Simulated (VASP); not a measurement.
A VASP calculation is set up with these files.

INCAR:
```
ALGO=Normal
EDIFF=1E-6
ENCUT=250
GGA=PE
ISIF=2
ISMEAR=0
LASPH=.TRUE.
LCHARG=.FALSE.
LREAL=.FALSE.
LWAVE=.FALSE.
NELM=100
PREC=Accurate
SIGMA=0.05
SYSTEM=NaH
```

### POSCAR
```
NaH
1
    0.0000000000     2.4400000000     2.4400000000
    2.4400000000     0.0000000000     2.4400000000
    2.4400000000     2.4400000000     0.0000000000
Na H
1 1
Direct
  0.0000000000   0.0000000000   0.0000000000
  0.5000000000   0.5000000000   0.5000000000
```

File KPOINTS:
```
K-points
0
G
8 8 8
0 0 0
```

POTCAR, in this order: Na_pv H (PBE.64 set). Program: vasp_std.

Translate this PBE calculation to Ansatz.

One equivalent input (not run):
Ansatz 0.2 input:
```yaml
crystal:
  lattice:
    - [0.0000000, 2.4400000, 2.4400000]
    - [2.4400000, 0.0000000, 2.4400000]
    - [2.4400000, 2.4400000, 0.0000000]
  atoms:
    - { symbol: Na, position: [0.0000000, 0.0000000, 0.0000000] }
    - { symbol: H, position: [0.5000000, 0.5000000, 0.5000000] }
kpoints:
  mp_grid: { grid: [8, 8, 8] }
hamiltonian:
  xc: pbe
  pseudopotentials: { kind: paw }
scf:
  occupations: { method: gaussian, width: 0.05 }
  max_iter: 100
output: { forces: true, stress: true, eigenvalues: true }
```
The two are equivalent in intent, not identical: each code has its own PAW files, so the cut-off isn't converted (ENCUT is set for VASP's; basis.ecutwfc is left out, and Ansatz then takes the one that its files recommend); Ansatz stops its SCF on the density residual and VASP on the energy change (EDIFF).

The compound is NaH in the rock salt structure. The cell was not relaxed at this level. The run is one of a series of settings (ENCUT = 250 against the base run), some of them coarse on purpose.
